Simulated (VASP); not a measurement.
Consider the following.

```yaml
crystal:
  lattice:
    - [4.74862, 0.00000, 0.00000]
    - [0.00000, 4.74862, 0.00000]
    - [0.00000, 0.00000, 4.74862]
  atoms:
    - { symbol: Si, position: [0.16242, 0.33758, 0.66242] }
    - { symbol: Si, position: [0.33758, 0.66242, 0.16242] }
    - { symbol: Si, position: [0.66242, 0.16242, 0.33758] }
    - { symbol: Si, position: [0.83758, 0.83758, 0.83758] }
    - { symbol: Ru, position: [0.87059, 0.62941, 0.37059] }
    - { symbol: Ru, position: [0.62941, 0.37059, 0.87059] }
    - { symbol: Ru, position: [0.37059, 0.87059, 0.62941] }
    - { symbol: Ru, position: [0.12941, 0.12941, 0.12941] }
```

All values below come from PBE GGA, VASP's PBE PAW potentials (set 64) (plane waves; VASP). Settings: 300 eV cut-off, 7×7×7 Γ-centred mesh, Fermi-Dirac smearing of 0.050 eV, potentials Si Ru_pv.

Question: Give the energies of bands 29 to 42 at the high-symmetry points, in eV from the valence-band maximum.

Answer: 
```json
[
 {"band": "29", "Γ": "-2.31", "X": "-2.54", "M": "-2.24", "R": "-1.42", "X1": "-2.54"},
 {"band": "30", "Γ": "-2.31", "X": "-2.54", "M": "-2.24", "R": "-1.42", "X1": "-2.54"},
 {"band": "31", "Γ": "-2.31", "X": "-2.00", "M": "-2.02", "R": "-1.42", "X1": "-2.00"},
 {"band": "32", "Γ": "-0.47", "X": "-2.00", "M": "-2.02", "R": "-1.42", "X1": "-2.00"},
 {"band": "33", "Γ": "-0.47", "X": "-0.86", "M": "-1.62", "R": "-1.03", "X1": "-0.86"},
 {"band": "34", "Γ": "-0.47", "X": "-0.86", "M": "-1.62", "R": "-1.03", "X1": "-0.86"},
 {"band": "35", "Γ": "-0.29", "X": "-0.14", "M": "-0.81", "R": "-1.03", "X1": "-0.14"},
 {"band": "36", "Γ": "-0.29", "X": "-0.14", "M": "-0.81", "R": "-1.03", "X1": "-0.14"},
 {"band": "37", "Γ": "0.99", "X": "0.29", "M": "1.02", "R": "0.68", "X1": "0.29"},
 {"band": "38", "Γ": "0.99", "X": "0.29", "M": "1.02", "R": "0.68", "X1": "0.29"},
 {"band": "39", "Γ": "0.99", "X": "2.23", "M": "1.45", "R": "0.68", "X1": "2.23"},
 {"band": "40", "Γ": "3.05", "X": "2.23", "M": "1.45", "R": "0.68", "X1": "2.23"},
 {"band": "41", "Γ": "3.05", "X": "2.69", "M": "3.19", "R": "4.16", "X1": "2.69"},
 {"band": "42", "Γ": "3.05", "X": "2.69", "M": "3.19", "R": "4.16", "X1": "2.69"}
]
```

The gap is indirect, 0.23 eV, from the valence maximum at Γ-X at 0.43 to the conduction minimum at M-Γ at 0.43.

The structure comes from a computed database's SiRu entry; how it stands against other phases isn't given here. The cell was not relaxed at this level.
